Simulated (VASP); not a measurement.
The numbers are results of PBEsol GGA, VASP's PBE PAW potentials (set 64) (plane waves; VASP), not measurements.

The input files of a VASP run:

**INCAR**
```
SYSTEM  =  Cu(100) slab
PREC  =  Normal; ENCUT  =  400; LREAL  =  .False.
LASPH  =  .True.
EDIFF  =  1E-6; NELM  =  100; NELMIN  =  4
ALGO  =  Normal; LMAXMIX  =  4
ISMEAR  =  1; SIGMA  =  0.1
GGA  =  PS
LWAVE  =  .False.; LCHARG  =  .False.; LORBIT  =  11
LVHAR  =  .True.
DIPOL  =  0.5 0.5 0.5
LDIPOL  =  .True.; IDIPOL  =  3
```

### KPOINTS
```
Regular mesh
0
Gamma
11 11 1
0 0 0
```

File POSCAR:
```
Cu(100) slab
1
    2.5227565885     0.0000000000     0.0000000000
    0.0000000000     2.5227565885     0.0000000000
    0.0000000000     0.0000000000    25.5274616745
Cu
6
Direct
  0.5000000000   0.0000000000   0.3263081629
  0.0000000000   0.5000000000   0.3943558977
  0.5000000000   0.0000000000   0.4647754774
  1.0000000000   0.5000000000   0.5352245226
  0.5000000000   0.0000000000   0.6056441023
  0.0000000000   0.5000000000   0.6736918371
```

POTCAR, in this order: Cu (PBE.64 set). Program: vasp_std. Read from the step before: WAVECAR.

Output of the run:

OSZICAR:
```
       N       E                     dE             d eps       ncg     rms          rms(c)
DAV:   1    -0.244610449495E+02   -0.24461E+02   -0.10912E-03  2265   0.172E+00    0.860E-02
DAV:   2    -0.244612861096E+02   -0.24116E-03   -0.46930E-03  2057   0.394E+00    0.146E-01
DAV:   3    -0.244607452005E+02    0.54091E-03   -0.15726E-03  1895   0.235E+00    0.111E-02
DAV:   4    -0.244607531590E+02   -0.79586E-05   -0.96436E-05  2667   0.220E-01    0.651E-03
DAV:   5    -0.244607528544E+02    0.30460E-06   -0.75704E-06  1738   0.986E-02
   1 F= -.24460753E+02 E0= -.24460820E+02  d E =0.200165E-03
```

**OUTCAR**
```
------------------------ aborting loop because EDIFF is reached ----------------------------------------
  FORCE on cell =-STRESS in cart. coord.  units (eV):
  Direction    XX          YY          ZZ          XY          YZ          ZX
  --------------------------------------------------------------------------------------
  Total       -1.9392139     -1.9392139     -0.7183702      0.0000000      0.0000000      0.0000000
  in kB      -19.1239665    -19.1239665     -7.0843589      0.0000000      0.0000000      0.0000000
  external PRESSURE =     -15.1107640 kB  Pullay stress =       0.0000000 kB
  volume of cell :      162.46
      direct lattice vectors                 reciprocal lattice vectors
     2.522756589  0.000000000  0.000000000     0.396391790  0.000000000  0.000000000
     0.000000000  2.522756589  0.000000000     0.000000000  0.396391790  0.000000000
     0.000000000  0.000000000 25.527461674     0.000000000  0.000000000  0.039173499
 POSITION                                       TOTAL-FORCE (eV/Angst)
 -----------------------------------------------------------------------------------
      1.26138      0.00000      8.32982         0.000000      0.000000      0.019513
      0.00000      1.26138     10.06691         0.000000     -0.000000      0.023178
      1.26138      0.00000     11.86454         0.000000      0.000000     -0.013137
      0.00000      1.26138     13.66292        -0.000000      0.000000      0.013137
      1.26138      0.00000     15.46056         0.000000      0.000000     -0.023178
      0.00000      1.26138     17.19764         0.000000     -0.000000     -0.019513
 -----------------------------------------------------------------------------------
    total drift:                                0.000000      0.000000      0.000000
  FREE ENERGIE OF THE ION-ELECTRON SYSTEM (eV)
  ---------------------------------------------------
  free  energy   TOTEN  =       -24.4607528544 eV

  energy  without entropy=      -24.4609530196  energy(sigma->0) =      -24.46081958

 total charge

# of ion       s       p       d       tot
------------------------------------------
    1        0.458   0.291   9.204   9.953
    2        0.463   0.417   9.174  10.054
    3        0.460   0.411   9.168  10.039
    4        0.460   0.411   9.168  10.039
    5        0.463   0.417   9.174  10.054
    6        0.458   0.291   9.204   9.953
--------------------------------------------------
tot          2.762   2.237  55.092  60.091
```
(Selected blocks of OUTCAR.)

The cell is a thin slab with vacuum, built from Cu (fcc): (100) face.
